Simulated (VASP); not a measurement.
# Si2Mo: how cutoff and mesh change the relaxed cell, part 2 of 2

How far does the relaxed cell of Si2Mo depend on cutoff and k mesh? The starting structure is a measured crystal structure from the Crystallography Open Database. The first relaxation on each setting starts from this cell expanded by 3 % in volume.

VASP 6.6.1.

Results so far: reference 13.28 Å³ an atom; a cutoff of 250 eV 13.16 Å³ an atom; a 6×6×6 mesh 13.28 Å³ an atom.

The database entry behind the starting cell is an old determination (1927), so it need not match the best structure at ambient conditions.

## Step 5: Relaxation with a cutoff of 600 eV

Level of this step: PBEsol; plane waves and PAW (Mo_sv, Si) (VASP).

Against step 2 the input has ENCUT = 600. This run starts from the cell of an earlier relaxation, which isn't shown; the restart sets up the plane waves anew.

INCAR

```
SYSTEM = Si2Mo
PREC = Accurate
ENCUT = 600
EDIFF = 1E-06
NELM = 100
ISMEAR = 0
SIGMA = 0.05
LREAL = .FALSE.
ALGO = Normal
GGA = PS
NBANDS = 17
LASPH = .TRUE.
LORBIT = 11
LWAVE = .FALSE.
LCHARG = .FALSE.
KPAR = 8
IBRION = 2
NSW = 50
ISIF = 3
EDIFFG = -0.006
```

POSCAR

```
Si2Mo
1.0
   -3.1916067040      0.0000000000      0.0000000000
    0.0000000000      3.1916067040      0.0000000000
    1.5958033520     -1.5958033520     -3.9132205484
Mo Si
1 2
Direct
    0.0000000000      0.0000000000      0.0000000000
    0.3349689553      0.3349689553      0.6699379106
    0.6650310447      0.6650310447      0.3300620894
```

KPOINTS

```
Automatic mesh
0
Gamma
12 12 12
0 0 0
```

The projector-augmented-wave data sets are Mo_sv and Si (PBE family, release 64).

On the command line:

```bash
> mpirun -np 8 vasp_std
```

Output:

```text
[... set-up lines as in an earlier step ...]
 entering main loop
       N       E                     dE             d eps       ncg     rms          rms(c)
DAV:   1     0.129095612342E+03    0.12910E+03   -0.12262E+04  5542   0.137E+03
DAV:   2    -0.228810448815E+02   -0.15198E+03   -0.14923E+03  6778   0.326E+02
DAV:   3    -0.260338593071E+02   -0.31528E+01   -0.31219E+01  6992   0.421E+01
DAV:   4    -0.260495821721E+02   -0.15723E-01   -0.15712E-01  6685   0.337E+00
[...]
DAV:  11    -0.250787743358E+02    0.12312E-04   -0.19264E-04  6081   0.103E-01    0.383E-02
DAV:  12    -0.250787707151E+02    0.36207E-05   -0.30030E-05  5909   0.386E-02    0.830E-03
DAV:  13    -0.250787701974E+02    0.51774E-06   -0.10358E-06  3206   0.919E-03
   1 F= -.25078770E+02 E0= -.25078511E+02  d E =-.250788E+02
[...]
reached required accuracy - stopping structural energy minimisation
```

Elapsed: 23 s, on 8 MPI ranks of AMD EPYC 7R43, shared host; peak memory 1.9 GiB.

From OUTCAR (step 5):

```text
  Total       -0.0050042     -0.0050042     -0.0143478      0.0000000     -0.0000000     -0.0000000
  in kB       -0.2011386     -0.2011386     -0.5766899      0.0000000     -0.0000000     -0.0000000
  external PRESSURE =      -0.3263224 kB  Pullay stress =       0.0000000 kB

 POSITION                                       TOTAL-FORCE (eV/Angst)
 -----------------------------------------------------------------------------------
      0.00000      0.00000      0.00000         0.000000      0.000000      0.000000
      0.00000      0.00000     -2.62161        -0.000000      0.000000     -0.001701
     -1.59580      1.59580     -1.29161         0.000000     -0.000000      0.001701
 -----------------------------------------------------------------------------------
    total drift:                                0.000000      0.000000     -0.000000

  FREE ENERGIE OF THE ION-ELECTRON SYSTEM (eV)
  ---------------------------------------------------
  free  energy   TOTEN  =       -25.0787701974 eV

  energy  without entropy=      -25.0782525269  energy(sigma->0) =      -25.07851136

[... 2 parts as in an earlier step ...]

[... 2 further parts left out ...]
[key lines of the parts left out:]
E-fermi :  12.3061
```

With a cutoff of 600 eV the cell ends at 13.287 Å³ an atom, +0.02 % from the reference.

## Step 6: Relaxation with a 16×16×16 mesh

Against step 2 the input has a 16×16×16 mesh. This run starts from the cell of an earlier relaxation, which isn't shown; the restart sets up the plane waves anew.

INCAR: that of step 5 with these lines changed.

```diff
@@ -2,3 +2,3 @@
 PREC = Accurate
-ENCUT = 600
+ENCUT = 450
 EDIFF = 1E-06
```

POSCAR

```
Si2Mo
1.0
   -3.1921173569      0.0000000000      0.0000000000
    0.0000000000      3.1921173569      0.0000000000
    1.5960586785     -1.5960586785     -3.9124624407
Mo Si
1 2
Direct
    0.0000000000      0.0000000000      0.0000000000
    0.3350839345      0.3350839345      0.6701678690
    0.6649160655      0.6649160655      0.3298321310
```

KPOINTS

```
Automatic mesh
0
Gamma
16 16 16
0 0 0
```

On the command line:

```bash
> mpirun -np 8 vasp_std
```

Output:

```text
[... set-up lines as in an earlier step ...]
 entering main loop
       N       E                     dE             d eps       ncg     rms          rms(c)
DAV:   1     0.105794152970E+03    0.10579E+03   -0.10569E+04 11922   0.111E+03
DAV:   2    -0.235760696395E+02   -0.12937E+03   -0.12730E+03 14769   0.289E+02
DAV:   3    -0.260355530180E+02   -0.24595E+01   -0.24432E+01 14758   0.362E+01
DAV:   4    -0.260483721393E+02   -0.12819E-01   -0.12812E-01 14788   0.290E+00
[...]
DAV:  11    -0.250790387022E+02    0.13362E-04   -0.19354E-04 13168   0.106E-01    0.439E-02
DAV:  12    -0.250790349052E+02    0.37970E-05   -0.24351E-05 12686   0.361E-02    0.833E-03
DAV:  13    -0.250790346212E+02    0.28401E-06   -0.54028E-07  6674   0.668E-03
   1 F= -.25079035E+02 E0= -.25078755E+02  d E =-.250790E+02
[...]
N       E                     dE             d eps       ncg     rms          rms(c)
DAV:   1    -0.250791359548E+02   -0.10105E-03   -0.22270E-03 12536   0.476E-01    0.124E-01
DAV:   2    -0.250790510581E+02    0.84897E-04   -0.79740E-04 12438   0.204E-01    0.310E-02
DAV:   3    -0.250790347691E+02    0.16289E-04   -0.75166E-05 12333   0.482E-02    0.962E-03
DAV:   4    -0.250790334332E+02    0.13360E-05   -0.58209E-06 12596   0.213E-02    0.623E-03
DAV:   5    -0.250790338204E+02   -0.38724E-06   -0.27291E-07  6185   0.478E-03
   2 F= -.25079034E+02 E0= -.25078756E+02  d E =0.800809E-06
 trial-energy change:    0.000001  1 .order    0.000002   -0.000009    0.000014
 step:   0.4039(harm=  0.4039)  dis= 0.00003  next Energy=   -25.079037 (dE=-0.192E-05)
[...]
N       E                     dE             d eps       ncg     rms          rms(c)
DAV:   1    -0.250790745329E+02   -0.41100E-04   -0.78297E-04 12474   0.282E-01    0.737E-02
DAV:   2    -0.250790446568E+02    0.29876E-04   -0.28552E-04 12430   0.122E-01    0.187E-02
DAV:   3    -0.250790384808E+02    0.61760E-05   -0.26985E-05 12291   0.289E-02    0.586E-03
DAV:   4    -0.250790376704E+02    0.81038E-06   -0.19932E-06  7291   0.127E-02
   3 F= -.25079038E+02 E0= -.25078759E+02  d E =-.304919E-05
[...]
reached required accuracy - stopping structural energy minimisation
```

Run time: 41 s. Hardware: 8 MPI ranks; peak memory 2.2 GiB; 5.3 min of CPU time.

Parts of OUTCAR (step 6):

```text
  Total        0.0018188      0.0018188      0.0032247      0.0000000      0.0000000     -0.0000000
  in kB        0.0731132      0.0731132      0.1296285      0.0000000      0.0000000     -0.0000000
  external PRESSURE =       0.0919516 kB  Pullay stress =       0.0000000 kB

 POSITION                                       TOTAL-FORCE (eV/Angst)
 -----------------------------------------------------------------------------------
      0.00000      0.00000      0.00000         0.000000      0.000000      0.000000
      0.00000     -0.00000     -2.62168         0.000000     -0.000000     -0.000101
     -1.59597      1.59597     -1.29026        -0.000000      0.000000      0.000101
 -----------------------------------------------------------------------------------
    total drift:                                0.000000     -0.000000     -0.000000

  FREE ENERGIE OF THE ION-ELECTRON SYSTEM (eV)
  ---------------------------------------------------
  free  energy   TOTEN  =       -25.0790376704 eV

  energy  without entropy=      -25.0784796242  energy(sigma->0) =      -25.07875865

[... 1 part as in an earlier step ...]

[... 3 further parts left out ...]
[key lines of the parts left out:]
E-fermi :  12.2948
```

With a 16×16×16 mesh the cell ends at 13.286 Å³ an atom, +0.01 % from the reference.

## Step 7: The runs compared

```
               run  volume (Å³/atom)  change (%)  pressure left (GPa)  core minutes
         reference            13.284           -                  0.0          10.9
a cutoff of 250 eV            13.162       -0.91                -0.01          6.24
      a 6×6×6 mesh            13.277       -0.05                -0.01          4.35
a cutoff of 600 eV            13.287        0.02                -0.03          15.7
   a 16×16×16 mesh            13.286        0.01                 0.01          19.3
```

Core minutes are wall time times ranks, summed over the relaxations behind a row (those for a bulk modulus apart), on shared hosts.

## Step 8: Summary of results

```
volume of the reference                          : 13.28 Å³/atom
volume against the reference, a cutoff of 250 eV : -0.91 %
volume against the reference, a 6×6×6 mesh       : -0.05 %
volume against the reference, a cutoff of 600 eV : +0.02 %
volume against the reference, a 16×16×16 mesh    : +0.01 %
```

In words: The volume moves most with a cutoff of 250 eV: -0.91 % against the reference (450 eV, 12×12×12 mesh). On finer settings it changes by +0.02 % with a cutoff of 600 eV and +0.01 % with a 16×16×16 mesh. The relaxations stop with up to 0.03 GPa left, which at a bulk modulus of 50 GPa, to name a scale, is 0.07 % of the volume, and more along a soft axis. That understates it: a restart alone still moved the volume by up to 0.4 %. A cell that shrinks at the lower cutoff is the usual mark of Pulay stress, the error that a plane-wave basis makes when it is kept while the volume changes. Further runs on this material are not shown.

[Lines on the potential files, build, host, timing and source positions are cut from VASP's logs without a mark.]

[Logs are printed without paths, hosts, clocks, repeated set-up lines and the standing remarks that a program may print on its own settings, such as how far it seeks lower states.]

[Hosts, paths, dates, database ids (printed as entryN), source tags and the programs' standing remarks are cut or masked in the printed files.]
